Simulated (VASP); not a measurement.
Output of a VASP run:

File OSZICAR:
```
...
RMM:   2    -0.505257372907E+03   -0.46992E-03   -0.61987E-03   720   0.191E-01    0.589E-02
RMM:   3    -0.505257420957E+03   -0.48050E-04   -0.11983E-03   793   0.769E-02    0.411E-02
RMM:   4    -0.505257399978E+03    0.20979E-04   -0.20971E-04   748   0.339E-02    0.229E-02
RMM:   5    -0.505257403001E+03   -0.30236E-05   -0.58410E-05   613   0.185E-02
  13 F= -.50525740E+03 E0= -.50525740E+03  d E =-.177429E-01  mag=     2.0000
       N       E                     dE             d eps       ncg     rms          rms(c)
DAV:   1    -0.505260532723E+03   -0.31327E-02   -0.18964E+00   728   0.352E+00    0.227E-01
RMM:   2    -0.505262486903E+03   -0.19542E-02   -0.29582E-02   720   0.418E-01    0.139E-01
RMM:   3    -0.505262579032E+03   -0.92130E-04   -0.52514E-03   777   0.169E-01    0.960E-02
RMM:   4    -0.505262486645E+03    0.92388E-04   -0.11342E-03   780   0.761E-02    0.677E-02
RMM:   5    -0.505262445648E+03    0.40997E-04   -0.41327E-04   730   0.459E-02    0.254E-02
RMM:   6    -0.505262455413E+03   -0.97650E-05   -0.11748E-04   720   0.244E-02    0.158E-02
RMM:   7    -0.505262456232E+03   -0.81941E-06   -0.21838E-05   455   0.118E-02
  14 F= -.50526246E+03 E0= -.50526246E+03  d E =-.505323E-02  mag=     2.0000
       N       E                     dE             d eps       ncg     rms          rms(c)
DAV:   1    -0.505262457630E+03   -0.22171E-05   -0.13200E-04   752   0.299E-02    0.503E-03
RMM:   2    -0.505262457655E+03   -0.25539E-07   -0.41566E-06   425   0.535E-03    0.315E-03
RMM:   3    -0.505262457678E+03   -0.22195E-07   -0.95285E-07   359   0.282E-03    0.247E-03
RMM:   4    -0.505262457686E+03   -0.84801E-08   -0.46268E-07   306   0.210E-03
  15 F= -.50526246E+03 E0= -.50526246E+03  d E =-.505468E-02  mag=     2.0000
       N       E                     dE             d eps       ncg     rms          rms(c)
DAV:   1    -0.505263569524E+03   -0.11118E-02   -0.63846E-01   736   0.207E+00    0.131E-01
RMM:   2    -0.505264234925E+03   -0.66540E-03   -0.10449E-02   721   0.248E-01    0.791E-02
RMM:   3    -0.505264255366E+03   -0.20441E-04   -0.17975E-03   797   0.999E-02    0.558E-02
RMM:   4    -0.505264213750E+03    0.41615E-04   -0.33028E-04   753   0.435E-02    0.408E-02
RMM:   5    -0.505264198488E+03    0.15262E-04   -0.16018E-04   732   0.292E-02    0.151E-02
RMM:   6    -0.505264201048E+03   -0.25599E-05   -0.43111E-05   530   0.149E-02
  16 F= -.50526420E+03 E0= -.50526420E+03  d E =-.174336E-02  mag=     2.0000
       N       E                     dE             d eps       ncg     rms          rms(c)
DAV:   1    -0.505264214607E+03   -0.16119E-04   -0.47520E-03   840   0.178E-01    0.132E-02
RMM:   2    -0.505264217805E+03   -0.31978E-05   -0.66024E-05   614   0.202E-02    0.687E-03
RMM:   3    -0.505264217501E+03    0.30408E-06   -0.11118E-05   435   0.859E-03    0.435E-03
RMM:   4    -0.505264217402E+03    0.98960E-07   -0.28497E-06   426   0.446E-03
  17 F= -.50526422E+03 E0= -.50526422E+03  d E =-.175972E-02  mag=     2.0000
       N       E                     dE             d eps       ncg     rms          rms(c)
DAV:   1    -0.505264712972E+03   -0.49547E-03   -0.13590E-01   736   0.961E-01    0.662E-02
RMM:   2    -0.505264873775E+03   -0.16080E-03   -0.22205E-03   720   0.114E-01    0.351E-02
RMM:   3    -0.505264876407E+03   -0.26319E-05   -0.33609E-04   790   0.443E-02    0.237E-02
RMM:   4    -0.505264868030E+03    0.83766E-05   -0.72313E-05   709   0.205E-02
  18 F= -.50526487E+03 E0= -.50526487E+03  d E =-.650628E-03  mag=     2.0000
```

**OUTCAR**
```
------------------------ aborting loop because EDIFF is reached ----------------------------------------
  FORCE on cell =-STRESS in cart. coord.  units (eV):
  Direction    XX          YY          ZZ          XY          YZ          ZX
  --------------------------------------------------------------------------------------
  Total       10.7394960     12.2251367      5.2448445      1.0592231      1.0390875     -2.2479790
  in kB       22.5071267     25.6206345     10.9917988      2.2198498      2.1776510     -4.7111659
  external PRESSURE =      19.7065200 kB  Pullay stress =       0.0000000 kB
  volume of cell :      764.49
      direct lattice vectors                 reciprocal lattice vectors
     4.693267657 -8.128978018  0.000000000     0.106535582 -0.061508347  0.000000000
     4.693267657  8.128978018  0.000000000     0.106535582  0.061508347  0.000000000
     0.000000000  0.000000000 10.019202616     0.000000000  0.000000000  0.099808342
  FREE ENERGIE OF THE ION-ELECTRON SYSTEM (eV)
  ---------------------------------------------------
  free  energy   TOTEN  =      -505.2648680303 eV

  energy  without entropy=     -505.2648680303  energy(sigma->0) =     -505.26486803

 total charge

# of ion       s       p       d       tot
------------------------------------------
    1        0.361   0.430   0.000   0.791
    2        0.363   0.437   0.000   0.800
    3        0.366   0.446   0.000   0.812
    4        0.380   0.397   0.000   0.777
    5        0.386   0.415   0.000   0.801
    6        0.364   0.438   0.000   0.801
    7        0.351   0.431   0.000   0.782
    8        0.379   0.395   0.000   0.775
    9        0.361   0.430   0.000   0.791
   10        0.364   0.439   0.000   0.802
   11        0.366   0.446   0.000   0.811
   12        0.368   0.441   0.000   0.809
   13        0.364   0.436   0.000   0.800
   14        0.365   0.441   0.000   0.806
   15        0.365   0.441   0.000   0.806
   16        0.363   0.440   0.000   0.804
   17        0.363   0.439   0.000   0.802
   18        0.361   0.431   0.000   0.792
   19        0.364   0.443   0.000   0.807
   20        0.363   0.438   0.000   0.802
   21        0.364   0.441   0.000   0.806
   22        0.364   0.443   0.000   0.807
   23        0.363   0.440   0.000   0.804
   24        0.363   0.435   0.000   0.798
   25        0.365   0.440   0.000   0.805
   26        0.366   0.447   0.000   0.813
   27        0.363   0.434   0.000   0.796
   28        0.363   0.436   0.000   0.799
   29        0.364   0.440   0.000   0.805
   30        0.366   0.447   0.000   0.812
   31        0.365   0.436   0.000   0.801
   32        0.363   0.437   0.000   0.801
   33        0.364   0.441   0.000   0.805
   34        0.363   0.437   0.000   0.800
   35        0.365   0.436   0.000   0.801
   36        1.236   2.574   0.000   3.810
   37        1.235   2.584   0.000   3.819
   38        1.230   2.601   0.000   3.831
   39        1.239   2.598   0.000   3.838
   40        1.235   2.586   0.000   3.821
   41        1.230   2.585   0.000   3.815
   42        1.239   2.596   0.000   3.836
   43        1.236   2.574   0.000   3.810
   44        1.229   2.589   0.000   3.817
   45        1.230   2.600   0.000   3.830
   46        1.230   2.603   0.000   3.833
   47        1.231   2.591   0.000   3.822
   48        1.229   2.598   0.000   3.827
...
```
(Selected blocks of OUTCAR.)

File POSCAR:
```
Al35TiN35
1
    4.6932676572    -8.1289780179     0.0000000000
    4.6932676572     8.1289780179     0.0000000000
    0.0000000000     0.0000000000    10.0192026156
Al N Ti
35 35 1
Direct
  0.2222220000   0.1111110000   0.2500000000
  0.1111110000   0.2222220000   0.0000000000
  0.2222220000   0.1111110000   0.7500000000
  0.1041340000   0.2186130000   0.5045970000
  0.2209240000   0.4441890000   0.2520340000
  0.1111110000   0.5555560000   0.0000000000
  0.2164480000   0.4433110000   0.7524590000
  0.1134980000   0.5533420000   0.4998420000
  0.2222220000   0.7777780000   0.2500000000
  0.1111110000   0.8888890000   0.0000000000
  0.2222220000   0.7777780000   0.7500000000
  0.1111110000   0.8888890000   0.5000000000
  0.5555560000   0.1111110000   0.2500000000
  0.4444440000   0.2222220000   0.0000000000
  0.5555560000   0.1111110000   0.7500000000
  0.4444440000   0.2222220000   0.5000000000
  0.5555560000   0.4444440000   0.2500000000
  0.4444440000   0.5555560000   0.0000000000
  0.5555560000   0.4444440000   0.7500000000
  0.5555560000   0.7777780000   0.2500000000
  0.4444440000   0.8888890000   0.0000000000
  0.5555560000   0.7777780000   0.7500000000
  0.4444440000   0.8888890000   0.5000000000
  0.8888890000   0.1111110000   0.2500000000
  0.7777780000   0.2222220000   0.0000000000
  0.8888890000   0.1111110000   0.7500000000
  0.7777780000   0.2222220000   0.5000000000
  0.8888890000   0.4444440000   0.2500000000
  0.7777780000   0.5555560000   0.0000000000
  0.8888890000   0.4444440000   0.7500000000
  0.7777780000   0.5555560000   0.5000000000
  0.8888890000   0.7777780000   0.2500000000
  0.7777780000   0.8888890000   0.0000000000
  0.8888890000   0.7777780000   0.7500000000
  0.7777780000   0.8888890000   0.5000000000
  0.2185810000   0.1098340000   0.4381930000
  0.1174830000   0.2225370000   0.1916140000
  0.2222220000   0.1111110000   0.9410000000
  0.1138260000   0.2235420000   0.6921570000
  0.1111860000   0.5592840000   0.1862720000
  0.2222220000   0.4444440000   0.9410000000
  0.1129440000   0.5523870000   0.6864340000
  0.2245760000   0.7814610000   0.4404330000
  0.1111110000   0.8888890000   0.1910000000
  0.2222220000   0.7777780000   0.9410000000
  0.1111110000   0.8888890000   0.6910000000
  0.5555560000   0.1111110000   0.4410000000
  0.4444440000   0.2222220000   0.1910000000
  0.5555560000   0.1111110000   0.9410000000
  0.4444440000   0.2222220000   0.6910000000
  0.5589760000   0.4472470000   0.4445260000
  0.4448110000   0.5522400000   0.1947370000
  0.5555560000   0.4444440000   0.9410000000
  0.4445240000   0.5604270000   0.6886610000
  0.5537080000   0.7764110000   0.4360540000
  0.4444440000   0.8888890000   0.1910000000
  0.5555560000   0.7777780000   0.9410000000
  0.4444440000   0.8888890000   0.6910000000
  0.8888890000   0.1111110000   0.4410000000
  0.7777780000   0.2222220000   0.1910000000
  0.8888890000   0.1111110000   0.9410000000
  0.7777780000   0.2222220000   0.6910000000
  0.8888890000   0.4444440000   0.4410000000
  0.7777780000   0.5555560000   0.1910000000
  0.8888890000   0.4444440000   0.9410000000
  0.7777780000   0.5555560000   0.6910000000
  0.8888890000   0.7777780000   0.4410000000
  0.7777780000   0.8888890000   0.1910000000
  0.8888890000   0.7777780000   0.9410000000
  0.7777780000   0.8888890000   0.6910000000
  0.4450070000   0.5593730000   0.4989550000
```

**Question.** Write an INCAR and KPOINTS that could have produced this output.

**Answer.** Several could match; the one computed here: the input of the run itself, PBE GGA, plane waves, VASP's PBE PAW potentials (set 64).

### INCAR
```
! general
SYSTEM   =  Al35TiN35
PREC     =  Normal
ENCUT    =  400   ! plane-wave cut-off (eV)
LREAL    =  Auto
LASPH    =  T
ISYM     =  0
NELECT   =  286.0

! electronic loop
EDIFF    =  1E-5
NELM     =  100   ! most electronic steps
NELMIN   =  4
ALGO     =  Fast
LMAXMIX  =  4

! smearing
ISMEAR   =  0   ! Gaussian
SIGMA    =  0.05   ! width (eV)

! functional
GGA      =  PE

! spin
ISPIN    =  2
MAGMOM   =  71*0.0282
NUPDOWN  =  2

! ions
IBRION   =  2   ! conjugate gradients
NSW      =  70   ! most ionic steps
ISIF     =  2
EDIFFG   =  -0.03   ! ionic stop

! output
LWAVE    =  T
LCHARG   =  F
LORBIT   =  10
```

**KPOINTS**
```
Automatic mesh
0
Gamma
1 1 1
0 0 0
```

POTCAR, in this order: Al N Ti (PBE.64 set). Program: vasp_gam.

At this cut-off the stress carries a Pulay error, which pulls relaxed volumes low. The cell is charged, with a uniform compensating background. The supercell is sampled at Γ alone, which is coarse: total energies, pressure and levels can be off, energies of defects by several tenths of an eV.

The cell is a supercell with a defect, built from AlN (wurtzite): Ti_Al-vac_N, charge -2.
